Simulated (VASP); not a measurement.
Energy against volume of SnO (litharge). These are LDA (Ceperley-Alder, Perdew-Zunger), VASP's LDA PAW potentials (set 64) (plane waves; VASP) values and carry that method's errors. Numerical set-up: 520 eV cut-off, 10×10×8 Γ-centred mesh, first-order Methfessel-Paxton smearing of 0.10 eV, potentials Sn_d O.

Shape and ions are relaxed at each volume.

| V (Å³/atom) | E (eV/atom) |
|---|---|
| 15.941 | -6.42981 |
| 16.434 | -6.43283 |
| 16.927 | -6.43205 |
| 17.420 | -6.42827 |

Q: Fit these four points and predict the energy of the run at 15.448 Å³/atom.

A: A cubic in V^(−2/3), the third-order Birch-Murnaghan form, passes through the four points with V0 = 16.56 Å³/atom and B0 = 39 GPa, and gives -6.4220 eV/atom there. The run gave -6.4219 eV/atom, +0.1 meV/atom from the fit; all five points give B0 = 39 GPa.

The compound is SnO in the litharge structure. It was relaxed first, which changed the volume by -5 %.
